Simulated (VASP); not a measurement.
# ZnCu with r2SCAN: from relaxation to properties, part 3 of 4

Wanted: the relaxed cell of ZnCu and its properties. The start is a cell from a database of measured crystal structures.

VASP 6.6.1; r2SCAN; plane waves and PAW (Zn, Cu).

Still holding for the runs below: This run has no spin polarisation. Its electron count is odd, so without a moment it is a metal by construction.

So far. Step 5 (Bands along the symmetry lines (r2SCAN)): Of the bands kept, 2 cross the Fermi level on this path.

## 6. Density of states (r2SCAN)

Here the states are counted by energy and projected on the atoms. The mesh is finer than in the run before.

INCAR

```
SYSTEM = ZnCu
PREC = Accurate
ENCUT = 400
EDIFF = 1E-06
NELM = 100
ISMEAR = -5
SIGMA = 0.2
LREAL = .FALSE.
ALGO = Normal
METAGGA = R2SCAN
LASPH = .TRUE.
NBANDS = 23
LORBIT = 11
LWAVE = .FALSE.
LCHARG = .FALSE.
KPAR = 2
NEDOS = 2001
```

POSCAR

```
ZnCu
1.0
    2.9199778113      0.0000000000      0.0000000000
    0.0000000000      2.9199778113      0.0000000000
    0.0000000000      0.0000000000      2.9199778113
Zn Cu
1 1
Direct
    0.5000000000      0.5000000000      0.5000000000
    0.0000000000      0.0000000000      0.0000000000
```

KPOINTS

```
Automatic mesh
0
Gamma
11 11 11
0 0 0
```

Potentials, in the order of the species: Zn and Cu (PBE family, release 64).

The run is started by

```console
$ mpirun -np 2 vasp_std
```

The log of the run:

```text
[... set-up lines as in an earlier step ...]
 entering main loop
       N       E                     dE             d eps       ncg     rms          rms(c)
DAV:   1     0.960136928343E+02    0.96014E+02   -0.89736E+03  3012   0.142E+03
DAV:   2    -0.162081548546E+02   -0.11222E+03   -0.10482E+03  2618   0.258E+02
DAV:   3    -0.239435356965E+02   -0.77354E+01   -0.76822E+01  3052   0.730E+01
DAV:   4    -0.240094745131E+02   -0.65939E-01   -0.65950E-01  2912   0.641E+00
DAV:   5    -0.240103121666E+02   -0.83765E-03   -0.83789E-03  3061   0.737E-01    0.979E+00
DAV:   6    -0.210219496993E+02    0.29884E+01   -0.14197E+01  3094   0.807E+01    0.675E+00
DAV:   7    -0.199253230938E+02    0.10966E+01   -0.23350E+00  3122   0.622E+01    0.261E+00
DAV:   8    -0.199390750700E+02   -0.13752E-01   -0.15792E-01  3504   0.589E+00    0.134E+00
DAV:   9    -0.199405224528E+02   -0.14474E-02   -0.73919E-03  3375   0.976E-01    0.322E-01
DAV:  10    -0.199389499872E+02    0.15725E-02   -0.72413E-03  3129   0.182E+00    0.804E-02
DAV:  11    -0.199390487926E+02   -0.98805E-04   -0.39732E-04  2870   0.188E-01    0.590E-02
DAV:  12    -0.199389786091E+02    0.70183E-04   -0.10300E-04  3446   0.209E-01    0.175E-02
DAV:  13    -0.199389712827E+02    0.73264E-05   -0.14715E-05  3638   0.768E-02    0.267E-03
DAV:  14    -0.199389705426E+02    0.74009E-06   -0.85219E-07  2007   0.137E-02
   1 F= -.19938971E+02 E0= -.19938971E+02  d E =0.000000E+00
 -----------------------------------------------------------------------------
|                                                                             |
|           W    W    AA    RRRRR   N    N  II  N    N   GGGG   !!!           |
|           W    W   A  A   R    R  NN   N  II  NN   N  G    G  !!!           |
|           W    W  A    A  R    R  N N  N  II  N N  N  G       !!!           |
|           W WW W  AAAAAA  RRRRR   N  N N  II  N  N N  G  GGG   !            |
|           WW  WW  A    A  R   R   N   NN  II  N   NN  G    G                |
|           W    W  A    A  R    R  N    N  II  N    N   GGGG   !!!           |
|                                                                             |
|     Tetrahedron method does not include variations of the Fermi             |
|     occupations, so forces and stress will be inaccurate. We suggest        |
|     using a different smearing scheme ISMEAR = 1 or 2 for metals in         |
|     relaxations.                                                            |
|                                                                             |
 -----------------------------------------------------------------------------
```

The job ended after 25 s (2 MPI ranks of Intel Xeon 6975P-C (Granite Rapids), shared host; peak memory 0.26 GiB; 45 s of CPU time).

Parts of OUTCAR (step 6):

```text
   k-points           NKPTS =     56   k-points in BZ     NKDIM =     56   number of bands    NBANDS=     23

   NELECT =      23.0000    total number of electrons

 E-fermi :   5.6191

 k-point     1 :       0.0000    0.0000    0.0000
  band No.  band energies     occupation
    ...
      7       1.8070      2.00000
      8       1.8070      2.00000
      9       2.7277      2.00000
     10       2.7277      2.00000
     11       2.7277      2.00000
     12      12.3356      0.00000
     13      12.3356      0.00000
     14      12.3356      0.00000
     15      17.2870      0.00000
     16      17.2870      0.00000
    ...

  Total       -0.0481438     -0.0481438     -0.0481438     -0.0000000      0.0000000     -0.0000000
  in kB       -3.0982216     -3.0982216     -3.0982216     -0.0000000      0.0000000     -0.0000000
  external PRESSURE =      -3.0982216 kB  Pullay stress =       0.0000000 kB

  FREE ENERGIE OF THE ION-ELECTRON SYSTEM (eV)
  ---------------------------------------------------
  free  energy   TOTEN  =       -19.9389705426 eV

  energy  without entropy=      -19.9389705426  energy(sigma->0) =      -19.93897054

[... 7 parts as in an earlier step ...]

[... 10 further parts left out ...]
```

With tetrahedra the forces and stress of a metal are not exact derivatives of the energy.

This step gave:

- irreducible k-points: 56
- Fermi energy: 5.619 eV
- pressure: -0.3098 GPa
- DOS at the Fermi level: 0.4856 states/eV/cell

The density of states has structure finer than the step of the table below, so its rows give means over 0.5 eV, whole bins alone (the curve runs from -12.0 to 7.92 eV). Peaks (eV: height): total -7.57: 14.2, -3.80: 8.88, -3.41: 9.52, -3.01: 13.1; Cu d -3.80: 7.48, -3.41: 8.50, -3.01: 12.2; Zn p -4.04: 0.223, -3.72: 0.162, -3.41: 0.16, 7.05: 0.154; Zn d -7.57: 13.4; Cu s -8.28: 0.235, -4.04: 0.099, -1.99: 0.0581, 2.96: 0.093.

States under -12.0 eV and over 7.9 eV are left out. Density of states against energy, zero at the Fermi level; means over each step; values in states/eV/cell:

```tsv
energy (eV)	total	Cu d	Zn p	Zn d	Cu s	Zn s
-11.5	0	0	0	0	0	0
-11.0	0.0114	0	6.7e-5	0	0.00292	0.00368
-10.5	0.0951	0	0.00133	3.5e-4	0.0236	0.0300
-10.0	0.155	3.7e-4	0.00386	0.00303	0.0359	0.0464
-9.5	0.221	0.00126	0.00720	0.0144	0.0461	0.0605
-9.0	0.334	0.00347	0.0117	0.0623	0.0564	0.0758
-8.5	1.81	0.0329	0.0256	1.21	0.121	0.119
-8.0	9.44	0.192	0.0363	8.45	0.0692	0.0796
-7.5	8.59	0.127	0.0291	8.05	0.0218	0.0497
-7.0	0.821	0.0269	0.0262	0.545	0.0379	0.0584
-6.5	0.524	0.0507	0.0372	0.157	0.0493	0.0717
-6.0	0.551	0.0890	0.0375	0.116	0.0406	0.0903
-5.5	0.662	0.194	0.0369	0.0949	0.0255	0.115
-5.0	1.01	0.460	0.0495	0.112	0.0203	0.135
-4.5	1.14	0.674	0.0861	0.0743	0.0380	0.0423
-4.0	4.35	3.37	0.168	0.204	0.0544	0.0327
-3.5	5.81	5.13	0.106	0.142	0.0102	0.00681
-3.0	6.69	6.13	0.0536	0.166	0.0222	0.0167
-2.5	0.902	0.670	0.0394	0.0292	0.0187	0.0138
-2.0	0.617	0.367	0.0464	0.0223	0.0383	0.0151
-1.5	0.819	0.372	0.0967	0.0294	0.0478	0.0237
-1.0	0.656	0.252	0.0861	0.0291	0.0381	0.0240
-0.5	0.576	0.183	0.0851	0.0290	0.0309	0.0234
0.0	0.490	0.134	0.0777	0.0272	0.0249	0.0213
0.5	0.427	0.104	0.0713	0.0250	0.0205	0.0189
1.0	0.375	0.0804	0.0667	0.0229	0.0164	0.0161
1.5	0.304	0.0568	0.0574	0.0195	0.0116	0.0120
2.0	0.242	0.0442	0.0433	0.0160	0.0107	0.0154
2.5	0.350	0.0732	0.0372	0.0241	0.0334	0.0610
3.0	0.597	0.108	0.0605	0.0464	0.0751	0.100
3.5	0.733	0.115	0.0878	0.0602	0.0844	0.103
4.0	0.683	0.0986	0.0902	0.0586	0.0743	0.0814
4.5	0.693	0.0834	0.0903	0.0596	0.0750	0.0917
5.0	0.622	0.0692	0.0848	0.0527	0.0662	0.0804
5.5	0.669	0.0689	0.0993	0.0546	0.0681	0.0816
6.0	0.671	0.0669	0.115	0.0527	0.0601	0.0680
6.5	0.667	0.0626	0.121	0.0517	0.0583	0.0626
7.0	0.754	0.0664	0.146	0.0576	0.0595	0.0609
7.5	0.724	0.0634	0.146	0.0573	0.0545	0.0510
```

The finer mesh and the other smearing move the Fermi level by +0.27 eV from the 8×8×8 run, one measure of the sampling error in the zero of the bands above. Of the states within 0.3 eV of the Fermi level, the largest shares in the PAW spheres are Cu d 27 %, Zn p 16 % and Zn d 6 %. The rest lies in smaller channels or between the spheres.

## 7. Volume scan with r2SCAN

An equation of state needs energies on both sides of the minimum, all on one mesh and cutoff.

INCAR

```
SYSTEM = ZnCu
PREC = Accurate
ENCUT = 400
EDIFF = 1E-06
NELM = 100
ISMEAR = 1
SIGMA = 0.2
LREAL = .FALSE.
ALGO = Normal
METAGGA = R2SCAN
LASPH = .TRUE.
NBANDS = 17
LORBIT = 11
LWAVE = .FALSE.
LCHARG = .FALSE.
KPAR = 2
ISIF = 2
```

POSCAR

```
ZnCu
1.0
    2.8603697017      0.0000000000      0.0000000000
    0.0000000000      2.8603697017      0.0000000000
    0.0000000000      0.0000000000      2.8603697017
Zn Cu
1 1
Direct
    0.5000000000      0.5000000000      0.5000000000
    0.0000000000      0.0000000000      0.0000000000
```

KPOINTS

```
Automatic mesh
0
Gamma
8 8 8
0 0 0
```

The run is started by

```console
$ mpirun -np 2 vasp_std
```

The log of the run:

```text
[... set-up lines as in an earlier step ...]
 entering main loop
       N       E                     dE             d eps       ncg     rms          rms(c)
DAV:   1     0.811363193945E+02    0.81136E+02   -0.99405E+03  1286   0.196E+03
DAV:   2    -0.208550617584E+02   -0.10199E+03   -0.98896E+02  1191   0.280E+02
DAV:   3    -0.238963706921E+02   -0.30413E+01   -0.30129E+01  1372   0.641E+01
DAV:   4    -0.239180823951E+02   -0.21712E-01   -0.21709E-01  1432   0.478E+00
DAV:   5    -0.239184375037E+02   -0.35511E-03   -0.35509E-03  1433   0.623E-01    0.103E+01
DAV:   6    -0.208860983204E+02    0.30323E+01   -0.18728E+01  1232   0.110E+02    0.643E+00
DAV:   7    -0.198807463929E+02    0.10054E+01   -0.33328E+00  1272   0.867E+01    0.295E+00
DAV:   8    -0.198941809837E+02   -0.13435E-01   -0.22435E-01  1573   0.776E+00    0.152E+00
DAV:   9    -0.198925897702E+02    0.15912E-02   -0.63447E-03  1610   0.147E+00    0.313E-01
DAV:  10    -0.198910191215E+02    0.15706E-02   -0.82442E-03  1287   0.228E+00    0.674E-02
DAV:  11    -0.198911557829E+02   -0.13666E-03   -0.52443E-04  1719   0.331E-01    0.548E-02
DAV:  12    -0.198911058776E+02    0.49905E-04   -0.11297E-04  1347   0.260E-01    0.164E-02
DAV:  13    -0.198911033569E+02    0.25208E-05   -0.14617E-05  1601   0.896E-02    0.360E-03
DAV:  14    -0.198911026966E+02    0.66032E-06   -0.93794E-07   742   0.188E-02
   1 F= -.19891103E+02 E0= -.19890026E+02  d E =-.323044E-02
```

It took 12 s on 2 MPI ranks; peak memory 0.23 GiB.

OUTCAR, selected parts (step 7):

```text
   ENCUT  =  400.0 eV  29.40 Ry    5.42 a.u.   4.66  4.66  4.66*2*pi/ulx,y,z

   NELECT =      23.0000    total number of electrons

 E-fermi :   5.9638

 k-point     1 :       0.0000    0.0000    0.0000
  band No.  band energies     occupation
    ...
      7       2.2480      2.00000
      8       2.2480      2.00000
      9       3.2452      2.00000
     10       3.2452      2.00000
     11       3.2452      2.00000
     12      13.2024      0.00000
     13      13.2024      0.00000
     14      13.2024      0.00000
     15      18.3331      0.00000
     16      18.3331      0.00000
    ...

  Total        1.4335868      1.4335868      1.4335868     -0.0000000     -0.0000000      0.0000000
  in kB       98.1449774     98.1449774     98.1449774     -0.0000000     -0.0000000      0.0000000
  external PRESSURE =      98.1449774 kB  Pullay stress =       0.0000000 kB

 POSITION                                       TOTAL-FORCE (eV/Angst)
 -----------------------------------------------------------------------------------
      1.43018      1.43018      1.43018         0.000000      0.000000      0.000000
      0.00000      0.00000      0.00000         0.000000      0.000000      0.000000
 -----------------------------------------------------------------------------------
    total drift:                               -0.000000      0.000000     -0.000000

  FREE ENERGIE OF THE ION-ELECTRON SYSTEM (eV)
  ---------------------------------------------------
  free  energy   TOTEN  =       -19.8911026966 eV

  energy  without entropy=      -19.8878722548  energy(sigma->0) =      -19.89002588

[... 4 parts as in an earlier step ...]

[... 12 further parts left out ...]
```

The scan keeps the cell's shape and the fractional positions fixed.

This step gave:

- bands: 17
- irreducible k-points: 35
- free energy (TOTEN): -19.89 eV
- energy at zero smearing: -19.89 eV
- Fermi energy: 5.964 eV
- pressure: 9.814 GPa

The pressure here is 9.81 GPa.

## 8. Volume scan with r2SCAN (run 2)

INCAR is that of step 7.

POSCAR

```
ZnCu
1.0
    2.8805138140      0.0000000000      0.0000000000
    0.0000000000      2.8805138140      0.0000000000
    0.0000000000      0.0000000000      2.8805138140
Zn Cu
1 1
Direct
    0.5000000000      0.5000000000      0.5000000000
    0.0000000000      0.0000000000      0.0000000000
```

KPOINTS is that of step 7.

The run is started by

```console
$ mpirun -np 2 vasp_std
```

The log of the run:

```text
[... set-up lines as in an earlier step ...]
 entering main loop
       N       E                     dE             d eps       ncg     rms          rms(c)
DAV:   1     0.851485509604E+02    0.85149E+02   -0.10010E+04  1270   0.195E+03
DAV:   2    -0.203623355779E+02   -0.10551E+03   -0.10184E+03  1191   0.290E+02
DAV:   3    -0.239358306855E+02   -0.35735E+01   -0.35609E+01  1370   0.698E+01
DAV:   4    -0.239606834280E+02   -0.24853E-01   -0.24849E-01  1361   0.525E+00
DAV:   5    -0.239611346340E+02   -0.45121E-03   -0.45119E-03  1460   0.735E-01    0.101E+01
DAV:   6    -0.209412244282E+02    0.30199E+01   -0.18966E+01  1232   0.109E+02    0.652E+00
DAV:   7    -0.199062553044E+02    0.10350E+01   -0.33561E+00  1255   0.858E+01    0.285E+00
DAV:   8    -0.199211147889E+02   -0.14859E-01   -0.23415E-01  1625   0.806E+00    0.148E+00
DAV:   9    -0.199205575580E+02    0.55723E-03   -0.66666E-03  1575   0.140E+00    0.320E-01
DAV:  10    -0.199189233991E+02    0.16342E-02   -0.81997E-03  1299   0.224E+00    0.661E-02
DAV:  11    -0.199190749584E+02   -0.15156E-03   -0.61030E-04  1781   0.373E-01    0.568E-02
DAV:  12    -0.199190201124E+02    0.54846E-04   -0.12090E-04  1352   0.267E-01    0.170E-02
DAV:  13    -0.199190175854E+02    0.25270E-05   -0.16061E-05  1600   0.922E-02    0.372E-03
DAV:  14    -0.199190169295E+02    0.65592E-06   -0.98415E-07   768   0.188E-02
   1 F= -.19919017E+02 E0= -.19918114E+02  d E =-.270832E-02
```

Elapsed: 13 s, on 2 MPI ranks; peak memory 0.24 GiB; 23 s of CPU time.

Parts of OUTCAR (step 8):

```text
   ENCUT  =  400.0 eV  29.40 Ry    5.42 a.u.   4.70  4.70  4.70*2*pi/ulx,y,z

   NELECT =      23.0000    total number of electrons

 E-fermi :   5.7481

 k-point     1 :       0.0000    0.0000    0.0000
  band No.  band energies     occupation
    ...
      7       2.0989      2.00000
      8       2.0989      2.00000
      9       3.0697      2.00000
     10       3.0697      2.00000
     11       3.0697      2.00000
     12      12.9011      0.00000
     13      12.9011      0.00000
     14      12.9011      0.00000
     15      17.9719      0.00000
     16      17.9719      0.00000
    ...

  Total        0.9309012      0.9309012      0.9309012      0.0000000      0.0000000      0.0000000
  in kB       62.4028321     62.4028321     62.4028321      0.0000000      0.0000000      0.0000000
  external PRESSURE =      62.4028321 kB  Pullay stress =       0.0000000 kB

 POSITION                                       TOTAL-FORCE (eV/Angst)
 -----------------------------------------------------------------------------------
      1.44026      1.44026      1.44026         0.000000      0.000000      0.000000
      0.00000      0.00000      0.00000         0.000000      0.000000      0.000000
 -----------------------------------------------------------------------------------
    total drift:                               -0.000000      0.000000     -0.000000

  FREE ENERGIE OF THE ION-ELECTRON SYSTEM (eV)
  ---------------------------------------------------
  free  energy   TOTEN  =       -19.9190169295 eV

  energy  without entropy=      -19.9163086054  energy(sigma->0) =      -19.91811415

[... 4 parts as in an earlier step ...]

[... 12 further parts left out ...]
```

Numbers from this step:

| Property | Result |
| --- | --- |
| free energy (TOTEN) | -19.92 eV |
| energy at zero smearing | -19.92 eV |
| Fermi energy | 5.748 eV |
| pressure | 6.240 GPa |

The pressure falls from 9.81 to 6.24 GPa.

The run ends at a pressure of 6.24 GPa.

## 9. Volume scan with r2SCAN (run 3)

INCAR is that of step 8.

POSCAR

```
ZnCu
1.0
    2.9003800543      0.0000000000      0.0000000000
    0.0000000000      2.9003800543      0.0000000000
    0.0000000000      0.0000000000      2.9003800543
Zn Cu
1 1
Direct
    0.5000000000      0.5000000000      0.5000000000
    0.0000000000      0.0000000000      0.0000000000
```

KPOINTS is that of step 8.

The run is started by

```console
$ mpirun -np 2 vasp_std
```

The log of the run:

```text
[... set-up lines as in an earlier step ...]
 entering main loop
       N       E                     dE             d eps       ncg     rms          rms(c)
DAV:   1     0.810787671016E+02    0.81079E+02   -0.10031E+04  1302   0.196E+03
DAV:   2    -0.207590058584E+02   -0.10184E+03   -0.98169E+02  1199   0.282E+02
DAV:   3    -0.239654838195E+02   -0.32065E+01   -0.31959E+01  1354   0.660E+01
DAV:   4    -0.239912278814E+02   -0.25744E-01   -0.25739E-01  1419   0.533E+00
[...]
DAV:  12    -0.199362712984E+02    0.62015E-04   -0.13713E-04  1380   0.281E-01    0.175E-02
DAV:  13    -0.199362689724E+02    0.23260E-05   -0.17267E-05  1623   0.940E-02    0.392E-03
DAV:  14    -0.199362682328E+02    0.73960E-06   -0.10507E-06   746   0.195E-02
   1 F= -.19936268E+02 E0= -.19935552E+02  d E =-.214863E-02
```

Elapsed: 15 s, on 2 MPI ranks; peak memory 0.24 GiB; 26 s of CPU time.

From OUTCAR (step 9):

```text
  Total        0.4576230      0.4576230      0.4576230      0.0000000      0.0000000      0.0000000
  in kB       30.0506412     30.0506412     30.0506412      0.0000000      0.0000000      0.0000000
  external PRESSURE =      30.0506412 kB  Pullay stress =       0.0000000 kB

 POSITION                                       TOTAL-FORCE (eV/Angst)
 -----------------------------------------------------------------------------------
      1.45019      1.45019      1.45019         0.000000      0.000000      0.000000
      0.00000      0.00000      0.00000         0.000000      0.000000      0.000000
 -----------------------------------------------------------------------------------
    total drift:                               -0.000000      0.000000     -0.000000

  FREE ENERGIE OF THE ION-ELECTRON SYSTEM (eV)
  ---------------------------------------------------
  free  energy   TOTEN  =       -19.9362682328 eV

  energy  without entropy=      -19.9341196077  energy(sigma->0) =      -19.93555202

[... 1 part as in an earlier step ...]

[... 2 further parts left out ...]
[key lines of the parts left out:]
E-fermi :   5.5422
```

The pressure falls from 6.24 to 3.01 GPa.

The run ends at a pressure of 3.01 GPa.

## 10. Volume scan with r2SCAN (run 4)

INCAR is that of step 9.

POSCAR

```
ZnCu
1.0
    2.9199778113      0.0000000000      0.0000000000
    0.0000000000      2.9199778113      0.0000000000
    0.0000000000      0.0000000000      2.9199778113
Zn Cu
1 1
Direct
    0.5000000000      0.5000000000      0.5000000000
    0.0000000000      0.0000000000      0.0000000000
```

KPOINTS is that of step 9.

The run is started by

```console
$ mpirun -np 2 vasp_std
```

The log of the run:

```text
[... set-up lines as in an earlier step ...]
 entering main loop
       N       E                     dE             d eps       ncg     rms          rms(c)
[... 14 cycles as in an earlier step ...]
   1 F= -.19943770E+02 E0= -.19943249E+02  d E =-.156315E-02
```

Elapsed: 16 s, on 2 MPI ranks; peak memory 0.23 GiB; 27 s of CPU time.

From OUTCAR (step 10):

```text
[... 6 parts as in an earlier step ...]

[... 1 further part left out ...]
[key lines of the parts left out:]
E-fermi :   5.3453
```

The pressure falls from 3.01 to 0.08 GPa.

The run ends at a pressure of 0.08 GPa.

(Part 3 of 4 ends here.)

[Lines on the potential files, build, host, timing and source positions are cut from VASP's logs without a mark.]

[Logs are printed without paths, hosts, clocks, repeated set-up lines and the standing remarks that a program may print on its own settings, such as how far it seeks lower states.]

[Hosts, paths, dates, database ids (printed as entryN), source tags and the programs' standing remarks are cut or masked in the printed files.]

[A measured line is paired with the nearest computed mode of its activity, which favours agreement.]
